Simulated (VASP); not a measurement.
Here is the system:

```
NaH
1.0
    0.00000     2.40279     2.40279
    2.40279     0.00000     2.40279
    2.40279     2.40279     0.00000
Na H
1 1
Direct
  0.00000   0.00000   0.00000
  0.50000   0.50000   0.50000
```

The numbers are results of PBE GGA, VASP's PBE PAW potentials (set 64) (plane waves; VASP), not measurements. Run with 480 eV cut-off, 10×10×10 Γ-centred mesh, Gaussian smearing of 0.050 eV, potentials Na_pv H.

### Question
Predict the energy per atom (σ→0).

### Answer

```
Property                       Result
---------------------  --------------
energy per atom (σ→0)  -2.543 eV/atom
```

Only differences to runs with the same potentials and settings are physical.

The compound is NaH in the rock salt structure. It was relaxed first.
